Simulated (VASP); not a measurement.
Output of a VASP run:

**OUTCAR**
```
 ion  position               nearest neighbor table
   1  0.000  0.000  0.011-   4 2.82   5 2.82   4 2.82   5 2.82   3 2.83   3 2.83   3 2.83   3 2.83
                             4 3.00   5 3.00   5 3.00   4 3.00   2 3.48   2 3.48   2 3.48   2 3.48
   2  0.500  0.500  0.530-   3 1.82   4 2.01   5 2.01   5 2.01   4 2.01   3 2.41   1 3.48   1 3.48
                             1 3.48   1 3.48   1 3.58   1 3.58   1 3.58   1 3.58
   3  0.500  0.500  0.960-   2 1.82   2 2.41   1 2.83   1 2.83   1 2.83   1 2.83
   4  0.000  0.500  0.482-   2 2.01   2 2.01   1 2.82   1 2.82   1 3.00   1 3.00
   5  0.500  0.000  0.482-   2 2.01   2 2.01   1 2.82   1 2.82   1 3.00   1 3.00
  LATTYP: Found a simple tetragonal cell.
 ALAT       =     3.9973051464
 C/A-ratio  =     1.0568676041
 Subroutine PRICEL returns:
 Original cell was already a primitive cell.
 Subroutine GETGRP returns: Found  8 space group operations
The static configuration has the point symmetry C_4v.
The dynamic configuration has the point symmetry C_4v.
 Subroutine INISYM returns: Found  8 space group operations
 Subroutine IBZKPT returns following result:
 Found     18 irreducible k-points:

 Following reciprocal coordinates:
            Coordinates               Weight
  0.000000  0.000000  0.000000      1.000000
  0.200000  0.000000  0.000000      4.000000
  0.400000  0.000000  0.000000      4.000000
  0.200000  0.200000  0.000000      4.000000
  0.400000  0.200000  0.000000      8.000000
  0.400000  0.400000  0.000000      4.000000
  0.000000  0.000000  0.200000      2.000000
  0.200000  0.000000  0.200000      8.000000
  0.400000  0.000000  0.200000      8.000000
  0.200000  0.200000  0.200000      8.000000
  0.400000  0.200000  0.200000     16.000000
  0.400000  0.400000  0.200000      8.000000
  0.000000  0.000000  0.400000      2.000000
  0.200000  0.000000  0.400000      8.000000
  0.400000  0.000000  0.400000      8.000000
  0.200000  0.200000  0.400000      8.000000
  0.400000  0.200000  0.400000     16.000000
  0.400000  0.400000  0.400000      8.000000
   k-points           NKPTS =     18   k-points in BZ     NKDIM =     18   number of bands    NBANDS=     24
   number of dos      NEDOS =    301   number of ions     NIONS =      5
   total plane-waves  NPLWV =  28800
   dimension x,y,z NGX =    30 NGY =   30 NGZ =   32
   dimension x,y,z NGXF=    60 NGYF=   60 NGZF=   64
   ions per type =               1   1   3
   PREC   = accura    normal or accurate (medium, high low for compatibility)
   ISTART =      0    job   : 0-new  1-cont  2-samecut
   ICHARG =      2    charge: 1-file 2-atom 10-const
   ISPIN  =      1    spin polarized calculation?
   LNONCOLLINEAR =      F non collinear calculations
   LSORBIT =      F    spin-orbit coupling
   INIWAV =      1    electr: 0-lowe 1-rand  2-diag
   ENCUT  =  520.0 eV  38.22 Ry    6.18 a.u.   7.43  7.43  7.85*2*pi/ulx,y,z
   NELM   =    100;   NELMIN=  2; NELMDL= -5     # of ELM steps
   EDIFF  = 0.1E-07   stopping-criterion for ELM
   LREAL  =      F    real-space projection
   NLSPLINE    = F    spline interpolate recip. space projectors
   LMAXMIX     =    4 max onsite mixed and CHGCAR
   VOSKOWN=      0    Vosko Wilk Nusair interpolation
   EDIFFG = -.1E-02   stopping-criterion for IOM
   NSW    =     30    number of steps for IOM
   NBLOCK =      1;   KBLOCK =     30    inner block; outer block
   IBRION =      1    ionic relax: 0-MD 1-quasi-New 2-CG
   NFREE  =      0    steps in history (QN), initial steepest desc. (CG)
   ISIF   =      2    stress and relaxation
   ISYM   =      2    0-nonsym 1-usesym 2-fastsym
   TEIN   =    0.0    initial temperature
   TEBEG  =    0.0;   TEEND  =   0.0 temperature during run
   SMASS  =  -3.00    Nose mass-parameter (am)
   PSTRESS=    0.0 pullay stress
   NELECT =      40.0000    total number of electrons
   EFERMI =   0.00;   METHOD = LEGACY
   ISMEAR =     0;   SIGMA  =   0.05  broadening in eV -4-tet -1-fermi 0-gaus
   IALGO  =     38    algorithm
   LDIAG  =      T    sub-space diagonalisation (order eigenvalues)
   IMIX   =      4    mixing-type and parameters
     AMIX     =   0.40;   BMIX     =  1.00
     AMIX_MAG =   1.60;   BMIX_MAG =  1.00
     AMIN     =   0.10
...
```

**OSZICAR**
```
...
DAV:   7    -0.402398041416E+02    0.72255E-01   -0.14160E+01  1176   0.283E+01    0.682E+00
DAV:   8    -0.400288608600E+02    0.21094E+00   -0.10040E+00  1216   0.982E+00    0.303E+00
DAV:   9    -0.400619834579E+02   -0.33123E-01   -0.30824E-01  1216   0.464E+00    0.136E+00
DAV:  10    -0.400459924053E+02    0.15991E-01   -0.14321E-01  1184   0.396E+00    0.390E-01
DAV:  11    -0.400446581278E+02    0.13343E-02   -0.88050E-03  1056   0.662E-01    0.942E-02
DAV:  12    -0.400446204550E+02    0.37673E-04   -0.63967E-04  1096   0.185E-01    0.435E-02
DAV:  13    -0.400446022539E+02    0.18201E-04   -0.23822E-04  1128   0.146E-01    0.180E-02
DAV:  14    -0.400446073967E+02   -0.51428E-05   -0.56725E-05  1272   0.570E-02    0.112E-02
DAV:  15    -0.400446071475E+02    0.24927E-06   -0.22564E-05  1248   0.390E-02    0.829E-03
DAV:  16    -0.400446068247E+02    0.32275E-06   -0.84244E-06  1128   0.264E-02    0.481E-03
DAV:  17    -0.400446065806E+02    0.24407E-06   -0.20323E-06  1136   0.137E-02    0.702E-04
DAV:  18    -0.400446065929E+02   -0.12268E-07   -0.45806E-08   992   0.209E-03    0.436E-04
DAV:  19    -0.400446065939E+02   -0.94678E-09   -0.13899E-08   760   0.118E-03
   1 F= -.40044607E+02 E0= -.40044607E+02  d E =-.400446E+02
       N       E                     dE             d eps       ncg     rms          rms(c)
DAV:   1    -0.400446066803E+02   -0.87418E-07   -0.12760E-03   936   0.401E-01    0.606E-03
DAV:   2    -0.400446113175E+02   -0.46372E-05   -0.55454E-05   904   0.566E-02    0.320E-03
DAV:   3    -0.400446113306E+02   -0.13070E-07   -0.20109E-06  1224   0.973E-03    0.183E-03
DAV:   4    -0.400446113040E+02    0.26585E-07   -0.27209E-07  1104   0.443E-03    0.901E-04
DAV:   5    -0.400446112965E+02    0.74924E-08   -0.52771E-08  1064   0.191E-03
   2 F= -.40044611E+02 E0= -.40044611E+02  d E =-.470263E-05
       N       E                     dE             d eps       ncg     rms          rms(c)
DAV:   1    -0.400446121528E+02   -0.84886E-06   -0.10612E-03   920   0.249E-01    0.459E-03
DAV:   2    -0.400446139655E+02   -0.18126E-05   -0.22873E-05   992   0.355E-02    0.253E-03
DAV:   3    -0.400446138793E+02    0.86228E-07   -0.91888E-07  1312   0.645E-03    0.126E-03
DAV:   4    -0.400446138452E+02    0.34014E-07   -0.21827E-07  1048   0.363E-03    0.641E-04
DAV:   5    -0.400446138450E+02    0.19600E-09   -0.46089E-08   992   0.185E-03
   3 F= -.40044614E+02 E0= -.40044614E+02  d E =-.254856E-05
       N       E                     dE             d eps       ncg     rms          rms(c)
DAV:   1    -0.400446140097E+02   -0.16450E-06   -0.39615E-04   912   0.145E-01    0.329E-03
DAV:   2    -0.400446147987E+02   -0.78898E-06   -0.96646E-06  1032   0.222E-02    0.196E-03
DAV:   3    -0.400446147794E+02    0.19304E-07   -0.40495E-07  1200   0.406E-03    0.103E-03
DAV:   4    -0.400446147697E+02    0.96861E-08   -0.83641E-08  1120   0.240E-03
   4 F= -.40044615E+02 E0= -.40044615E+02  d E =-.924681E-06
       N       E                     dE             d eps       ncg     rms          rms(c)
DAV:   1    -0.400446145840E+02    0.19539E-06   -0.26420E-04   912   0.113E-01    0.272E-03
DAV:   2    -0.400446150858E+02   -0.50179E-06   -0.59347E-06   968   0.163E-02    0.132E-03
DAV:   3    -0.400446150775E+02    0.82628E-08   -0.26266E-07  1216   0.296E-03    0.647E-04
DAV:   4    -0.400446150706E+02    0.69413E-08   -0.40534E-08   888   0.164E-03
   5 F= -.40044615E+02 E0= -.40044615E+02  d E =-.300875E-06
```

OUTCAR:
```
------------------------ aborting loop because EDIFF is reached ----------------------------------------
  FORCE on cell =-STRESS in cart. coord.  units (eV):
  Direction    XX          YY          ZZ          XY          YZ          ZX
  --------------------------------------------------------------------------------------
  Total       -0.0197723     -0.0197723      0.0142596      0.0000000     -0.0000000      0.0000000
  in kB       -0.4692939     -0.4692939      0.3384512      0.0000000     -0.0000000      0.0000000
  external PRESSURE =      -0.2000455 kB  Pullay stress =       0.0000000 kB
  volume of cell :       67.50
      direct lattice vectors                 reciprocal lattice vectors
     3.997305146  0.000000000  0.000000000     0.250168542  0.000000000  0.000000000
     0.000000000  3.997305146  0.000000000     0.000000000  0.250168542  0.000000000
     0.000000000  0.000000000  4.224622313     0.000000000  0.000000000  0.236707551
 POSITION                                       TOTAL-FORCE (eV/Angst)
 -----------------------------------------------------------------------------------
      0.00000      0.00000      0.04671         0.000000     -0.000000      0.000017
      1.99865      1.99865      2.23832        -0.000000      0.000000      0.000103
      1.99865      1.99865      4.05359        -0.000000     -0.000000     -0.000095
      0.00000      1.99865      2.03543        -0.000000     -0.000000     -0.000012
      1.99865      0.00000      2.03543        -0.000000      0.000000     -0.000012
 -----------------------------------------------------------------------------------
    total drift:                                0.000000      0.000000      0.000217
  FREE ENERGIE OF THE ION-ELECTRON SYSTEM (eV)
  ---------------------------------------------------
  free  energy   TOTEN  =       -40.0446150706 eV

  energy  without entropy=      -40.0446150706  energy(sigma->0) =      -40.04461507

 reached required accuracy - stopping structural energy minimisation
```
(Selected blocks of OUTCAR.)

POSCAR:
```
BaTiO3
1
    3.9973051464     0.0000000000     0.0000000000
    0.0000000000     3.9973051464     0.0000000000
    0.0000000000     0.0000000000     4.2246223129
Ba Ti O
1 1 3
Direct
  0.0000000000   0.0000000000   0.0107824638
  0.5000000000   0.5000000000   0.5297439010
  0.5000000000   0.5000000000   0.9595045239
  0.0000000000   0.5000000000   0.4819845556
  0.5000000000   1.0000000000   0.4819845556
```

Question: Write an INCAR and KPOINTS that could have produced this output.

Answer: This is not unique; one that fits is the input of the run itself, PBE GGA, plane waves, VASP's PBE PAW potentials (set 64).

### INCAR
```
SYSTEM=BaTiO3
PREC=Accurate; ENCUT=520; LREAL=.FALSE.
LASPH=.TRUE.
EDIFF=1E-8; NELM=100; ALGO=Normal
LMAXMIX=4
ISMEAR=0; SIGMA=0.05
GGA=PE
IBRION=1; NSW=30; ISIF=2
EDIFFG=-0.001
LWAVE=.FALSE.; LCHARG=.FALSE.
```

**KPOINTS**
```
Automatic mesh
0
Gamma
  5 5 5
0 0 0
```

POTCAR, in this order: Ba_sv Ti_sv O (PBE.64 set). Program: vasp_std.

The compound is BaTiO3 in the tetragonal perovskite structure. This run relaxes the ions in a fixed cell. Symmetry was kept, so distortions that lower it aren't found. The start is the result of an earlier pass.
